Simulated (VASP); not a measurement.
Output of a VASP run:

OSZICAR:
```
       N       E                     dE             d eps       ncg     rms          rms(c)
DAV:   1     0.415432948705E+03    0.41543E+03   -0.18402E+04  9592   0.151E+03
DAV:   2     0.211776808497E+02   -0.39426E+03   -0.37417E+03 10484   0.340E+02
DAV:   3    -0.414329740993E+02   -0.62611E+02   -0.57771E+02 14180   0.122E+02
DAV:   4    -0.506073783566E+02   -0.91744E+01   -0.86639E+01 16904   0.395E+01
DAV:   5    -0.513847280381E+02   -0.77735E+00   -0.73863E+00 14184   0.869E+00    0.245E+01
DAV:   6    -0.482266442448E+02    0.31581E+01   -0.75190E+01 16380   0.722E+01    0.146E+01
DAV:   7    -0.478715694136E+02    0.35507E+00   -0.11483E+01 14512   0.312E+01    0.874E+00
DAV:   8    -0.474203073958E+02    0.45126E+00   -0.36749E+00 14512   0.128E+01    0.429E+00
DAV:   9    -0.474565231946E+02   -0.36216E-01   -0.11070E+00 17480   0.808E+00    0.185E+00
DAV:  10    -0.473400866792E+02    0.11644E+00   -0.46455E-01 15420   0.634E+00    0.559E-01
DAV:  11    -0.473389905916E+02    0.10961E-02   -0.34121E-02 16464   0.118E+00    0.306E-01
DAV:  12    -0.473374005087E+02    0.15901E-02   -0.62041E-03 16208   0.625E-01    0.133E-01
DAV:  13    -0.473371175414E+02    0.28297E-03   -0.25283E-03 16072   0.390E-01    0.316E-02
DAV:  14    -0.473371485092E+02   -0.30968E-04   -0.19789E-04 16280   0.811E-02    0.268E-02
DAV:  15    -0.473371357434E+02    0.12766E-04   -0.26755E-05 15376   0.402E-02    0.171E-02
DAV:  16    -0.473371292789E+02    0.64645E-05   -0.18683E-05 14248   0.336E-02    0.706E-03
DAV:  17    -0.473371283037E+02    0.97528E-06   -0.25213E-06  8240   0.144E-02
   1 F= -.47337128E+02 E0= -.47326355E+02  d E =-.215469E-01
```

**OUTCAR**
```
------------------------ aborting loop because EDIFF is reached ----------------------------------------
  FORCE on cell =-STRESS in cart. coord.  units (eV):
  Direction    XX          YY          ZZ          XY          YZ          ZX
  --------------------------------------------------------------------------------------
  Total       -5.1370478     -5.2347971     -5.6472210     -0.0057137      0.0144149      0.0503134
  in kB      -73.4060863    -74.8028783    -80.6962293     -0.0816464      0.2059823      0.7189560
  external PRESSURE =     -76.3017313 kB  Pullay stress =       0.0000000 kB
  volume of cell :      112.12
      direct lattice vectors                 reciprocal lattice vectors
     5.428550000  0.000000000  0.000000000     0.184211253  0.106354421  0.000000000
    -2.714275000  4.701262000  0.000000000     0.000000000  0.212708843  0.000000000
     0.000000000  0.000000000  4.393330000     0.000000000  0.000000000  0.227617775
 POSITION                                       TOTAL-FORCE (eV/Angst)
 -----------------------------------------------------------------------------------
     -2.68985      4.69646      4.34648        -0.138924     -0.005499      0.086644
      0.04460      3.14832      4.37971        -0.226448     -0.041828      0.696595
      2.65086      1.54823      4.35712         0.394242      0.070932      1.191526
      2.67181      0.02083      2.20435         0.089952     -0.615881     -0.422712
      1.39187      2.38269      2.22855        -0.564285      0.217413     -0.763562
      4.07354      2.30726      2.25377         0.445463      0.374863     -0.788491
 -----------------------------------------------------------------------------------
    total drift:                               -0.000011      0.000155     -0.000021
  FREE ENERGIE OF THE ION-ELECTRON SYSTEM (eV)
  ---------------------------------------------------
  free  energy   TOTEN  =       -47.3371283037 eV

  energy  without entropy=      -47.3155813591  energy(sigma->0) =      -47.32635483
```
(Selected blocks of OUTCAR.)

**POSCAR**
```
LaPt5
1
    5.4285500000     0.0000000000     0.0000000000
   -2.7142750000     4.7012620000     0.0000000000
    0.0000000000     0.0000000000     4.3933300000
La Pt
1 5
Direct
  0.0039880000  -0.0010210000  -0.0106640000
  0.3430530000   0.6696760000  -0.0031000000
  0.6529800000   0.3293220000  -0.0082410000
  0.4943920000   0.0044300000   0.5017490000
  0.5098070000   0.5068190000   0.5072580000
 -0.0042210000   0.4907740000   0.5129970000
```

Reconstruct the remaining input files.

This is not unique; one that fits is the input of the run itself, LDA (Ceperley-Alder, Perdew-Zunger), plane waves, VASP's LDA PAW potentials (set 64).

INCAR:
```
! general
SYSTEM =LaPt5
PREC   =Accurate
ENCUT  =300
LREAL  =.FALSE.
LASPH  =.TRUE.

! electronic loop
EDIFF  =1E-6
NELM   =100
ALGO   =Normal
LMAXMIX=6

! smearing
ISMEAR =0
SIGMA  =0.1

! ions
ISIF   =2

! output
LWAVE  =.FALSE.
LCHARG =.FALSE.
```

File KPOINTS:
```
Automatic mesh
0
Gamma
6 6 7
0 0 0
```

POTCAR, in this order: La Pt (LDA.64 set). Program: vasp_std.

At this cut-off the stress carries a Pulay error, which pulls relaxed volumes low.

The structure comes from a computed database's LaPt5 entry (P6/mmm); how it stands against other phases isn't given here. The cell was not relaxed at this level, atoms are displaced from their ideal sites. The electron count is odd and the run is not spin-polarised, which forces a metal.
